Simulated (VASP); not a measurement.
All values below come from PBEsol GGA, VASP's PBE PAW potentials (set 64) (plane waves; VASP 6.6.1).

VASP input:

### INCAR
```
SYSTEM = SnO
PREC = Accurate
ENCUT = 620
EDIFF = 1E-6
NELM = 100
ALGO = Normal
LREAL = .FALSE.
LASPH = .TRUE.
ISMEAR = 1
SIGMA = 0.1
GGA = PS
LMAXMIX = 4
LWAVE = .FALSE.
LCHARG = .FALSE.
IBRION = 2
ISIF = 3
NSW = 40
EDIFFG = -0.02
PSTRESS = 200
```

### POSCAR
```
SnO
1.0
  3.1639444936   0.0000000000   0.0000000000
 -1.5819722467   2.7400560778   0.0000000000
  0.0000000000   0.0000000000   6.5502377659
Sn O
2 2
Cartesian
  0.0000000000   0.0000000000   0.0000000000
  0.0000000000   0.0000000000   3.2751188830
 -0.0000015819   1.8267049652   1.6375594415
  1.5819738288   0.9133511126   4.9126783244
```

### KPOINTS
```
Automatic mesh
0
Gamma
11 11 5
0 0 0
```

POTCAR, in this order: Sn_d O (PBE.64 set). Program: vasp_std.

The resulting files:

### OSZICAR
```
       N       E                     dE             d eps       ncg     rms          rms(c)
DAV:   1     0.431670275777E+03    0.43167E+03   -0.22984E+04  2360   0.300E+03
DAV:   2     0.369616101239E+02   -0.39471E+03   -0.38900E+03  2400   0.642E+02
DAV:   3    -0.221831392549E+02   -0.59145E+02   -0.58131E+02  2792   0.206E+02
DAV:   4    -0.247633024754E+02   -0.25802E+01   -0.25721E+01  2640   0.448E+01
DAV:   5    -0.248317473076E+02   -0.68445E-01   -0.68434E-01  3120   0.760E+00    0.101E+01
DAV:   6    -0.222099123790E+02    0.26218E+01   -0.20850E+01  3680   0.525E+01    0.563E+00
DAV:   7    -0.219885839273E+02    0.22133E+00   -0.23507E+00  2648   0.103E+01    0.214E+00
DAV:   8    -0.219657299733E+02    0.22854E-01   -0.37641E-01  2664   0.385E+00    0.665E-01
DAV:   9    -0.219529117164E+02    0.12818E-01   -0.53526E-02  3552   0.204E+00    0.145E-01
DAV:  10    -0.219533951352E+02   -0.48342E-03   -0.63869E-03  3064   0.720E-01    0.105E-01
DAV:  11    -0.219532342499E+02    0.16089E-03   -0.95595E-04  3192   0.234E-01    0.191E-02
DAV:  12    -0.219532409371E+02   -0.66872E-05   -0.13156E-04  2664   0.755E-02    0.189E-02
DAV:  13    -0.219532364210E+02    0.45161E-05   -0.20085E-05  2520   0.331E-02    0.319E-03
DAV:  14    -0.219532364544E+02   -0.33461E-07   -0.10063E-06  1504   0.874E-03
   1 F= -.14864566E+02 E0= -.14864531E+02  d E =-.148646E+02
       N       E                     dE             d eps       ncg     rms          rms(c)
DAV:   1    -0.277188421400E+02   -0.57656E+01   -0.13762E+02  2792   0.164E+02    0.170E+01
DAV:   2    -0.220275317623E+02    0.56913E+01   -0.17741E+01  3136   0.590E+01    0.569E+00
DAV:   3    -0.211453632377E+02    0.88217E+00   -0.19984E+00  3120   0.367E+01    0.224E+00
DAV:   4    -0.210067248478E+02    0.13864E+00   -0.47347E-01  3384   0.123E+01    0.448E-01
DAV:   5    -0.209974591537E+02    0.92657E-02   -0.79851E-02  3072   0.299E+00    0.235E-01
DAV:   6    -0.209966768429E+02    0.78231E-03   -0.34330E-03  3568   0.691E-01    0.147E-01
DAV:   7    -0.209965320593E+02    0.14478E-03   -0.15412E-03  3192   0.539E-01    0.335E-02
DAV:   8    -0.209965472788E+02   -0.15220E-04   -0.26225E-04  2616   0.149E-01    0.308E-02
DAV:   9    -0.209965387804E+02    0.84984E-05   -0.43838E-05  3448   0.793E-02    0.562E-03
DAV:  10    -0.209965385440E+02    0.23645E-06   -0.45367E-06  2416   0.151E-02
   2 F= -.14784796E+02 E0= -.14784979E+02  d E =0.797704E-01
       N       E                     dE             d eps       ncg     rms          rms(c)
DAV:   1    -0.236754582620E+02   -0.26789E+01   -0.49584E+01  2704   0.129E+02    0.902E+00
DAV:   2    -0.220281507771E+02    0.16473E+01   -0.54677E+00  2744   0.275E+01    0.315E+00
DAV:   3    -0.217267535676E+02    0.30140E+00   -0.67646E-01  2976   0.153E+01    0.135E+00
DAV:   4    -0.216691281196E+02    0.57625E-01   -0.18886E-01  3080   0.716E+00    0.205E-01
DAV:   5    -0.216655067491E+02    0.36214E-02   -0.25578E-02  3160   0.182E+00    0.124E-01
DAV:   6    -0.216646013658E+02    0.90538E-03   -0.13285E-03  2864   0.397E-01    0.809E-02
DAV:   7    -0.216644495637E+02    0.15180E-03   -0.44005E-04  3816   0.293E-01    0.138E-02
DAV:   8    -0.216644557279E+02   -0.61643E-05   -0.72987E-05  2864   0.661E-02    0.928E-03
DAV:   9    -0.216644565916E+02   -0.86364E-06   -0.22095E-06  1952   0.250E-02
   3 F= -.14970759E+02 E0= -.14970951E+02  d E =-.106193E+00
       N       E                     dE             d eps       ncg     rms          rms(c)
DAV:   1    -0.216572382217E+02    0.72175E-02   -0.11605E-02  2728   0.174E+00    0.143E-01
DAV:   2    -0.216568206117E+02    0.41761E-03   -0.13564E-03  2856   0.438E-01    0.493E-02
DAV:   3    -0.216567494522E+02    0.71159E-04   -0.15950E-04  3048   0.261E-01    0.204E-02
DAV:   4    -0.216567381277E+02    0.11325E-04   -0.40223E-05  3064   0.106E-01    0.328E-03
DAV:   5    -0.216567386181E+02   -0.49041E-06   -0.57340E-06  2608   0.285E-02
   4 F= -.14970787E+02 E0= -.14970982E+02  d E =-.106221E+00
       N       E                     dE             d eps       ncg     rms          rms(c)
DAV:   1    -0.217205728404E+02   -0.63835E-01   -0.35580E+00  2560   0.178E+01    0.185E+00
DAV:   2    -0.216535284634E+02    0.67044E-01   -0.21746E-01  2744   0.531E+00    0.967E-01
DAV:   3    -0.216294589632E+02    0.24070E-01   -0.30973E-02  3272   0.314E+00    0.415E-01
DAV:   4    -0.216250036551E+02    0.44553E-02   -0.11388E-02  3536   0.147E+00    0.730E-02
DAV:   5    -0.216250483885E+02   -0.44733E-04   -0.24970E-03  2728   0.663E-01    0.329E-02
DAV:   6    -0.216250390944E+02    0.92941E-05   -0.14751E-04  3272   0.124E-01    0.166E-02
DAV:   7    -0.216250394813E+02   -0.38693E-06   -0.11184E-05  3400   0.380E-02    0.283E-03
DAV:   8    -0.216250394887E+02   -0.73987E-08   -0.77541E-07  1408   0.132E-02
   5 F= -.14991260E+02 E0= -.14991403E+02  d E =-.204729E-01
       N       E                     dE             d eps       ncg     rms          rms(c)
DAV:   1    -0.216390778610E+02   -0.14038E-01   -0.17759E+00  2560   0.128E+01    0.133E+00
DAV:   2    -0.216051623364E+02    0.33916E-01   -0.11029E-01  2768   0.393E+00    0.679E-01
DAV:   3    -0.215936760059E+02    0.11486E-01   -0.15855E-02  3152   0.226E+00    0.304E-01
DAV:   4    -0.215912895575E+02    0.23864E-02   -0.59567E-03  3584   0.107E+00    0.554E-02
DAV:   5    -0.215913184220E+02   -0.28865E-04   -0.14699E-03  2816   0.507E-01    0.279E-02
DAV:   6    -0.215913085436E+02    0.98784E-05   -0.97461E-05  3120   0.978E-02    0.134E-02
DAV:   7    -0.215913084802E+02    0.63354E-07   -0.12047E-05  3384   0.404E-02    0.257E-03
DAV:   8    -0.215913085402E+02   -0.59938E-07   -0.98650E-07  1384   0.130E-02
   6 F= -.14995308E+02 E0= -.14995541E+02  d E =-.245210E-01
```

OUTCAR:
```
------------------------ aborting loop because EDIFF is reached ----------------------------------------
  FORCE on cell =-STRESS in cart. coord.  units (eV):
  Direction    XX          YY          ZZ          XY          YZ          ZX
  --------------------------------------------------------------------------------------
  Total        6.6737708      6.6737693      6.6058873      0.0000000     -0.0000000      0.0000000
  in kB      202.3580911    202.3580476    200.2997685      0.0000000     -0.0000000      0.0000000
  external PRESSURE =       1.6719691 kB  Pullay stress =     200.0000000 kB
  volume of cell :       52.84
      direct lattice vectors                 reciprocal lattice vectors
     3.051567659  0.000000000 -0.000000000     0.327700419  0.189197945 -0.000000000
    -1.525783830  2.642734830  0.000000000    -0.000000000  0.378395891 -0.000000000
     0.000000000  0.000000000  6.552163127     0.000000000 -0.000000000  0.152621353
 POSITION                                       TOTAL-FORCE (eV/Angst)
 -----------------------------------------------------------------------------------
      3.05157      0.00000     -0.00000        -0.000000      0.000000      0.000000
      3.05157      0.00000      3.27608        -0.000000      0.000000      0.000000
     -0.00000      1.76182      1.63804         0.000000     -0.000000     -0.000000
      1.52579      0.88091      4.91412        -0.000000      0.000000     -0.000000
 -----------------------------------------------------------------------------------
    total drift:                                0.000000      0.000000      0.000000
  FREE ENERGIE OF THE ION-ELECTRON SYSTEM (eV)
  ---------------------------------------------------
  free  energy   TOTEN  =       -21.5913085402 eV

  energy  without entropy=      -21.5920092301  energy(sigma->0) =      -21.59154210
  enthalpy is  TOTEN    =       -14.9953076318 eV   P V=        6.5960009083

 reached required accuracy - stopping structural energy minimisation
```
(Selected blocks of OUTCAR.)

### CONTCAR
```
SnO
   1.00000000000000
     3.0515676592960341    0.0000000000156878   -0.0000000000000000
    -1.5257838295379831    2.6427348302036600    0.0000000000000000
     0.0000000000000000    0.0000000000000000    6.5521631269846283
  Sn              O
     2     2
Direct
     1.0000000000000000    0.0000000000000000    0.0000000000000000
     1.0000000000000000    0.0000000000000000    0.5000000000000000
     0.3333330000000032    0.6666669999999968    0.2500000000000000
     0.6666669999999968    0.3333330000000032    0.7500000000000000
```

Energy and stress use the plane-wave basis of the starting cell.

The structure was generated: SnO was put into the NiAs type type (P6_3/mmc), which need not be its known phase. This run relaxes it under an external pressure of 20 GPa. Symmetry was kept, so distortions that lower it aren't found.
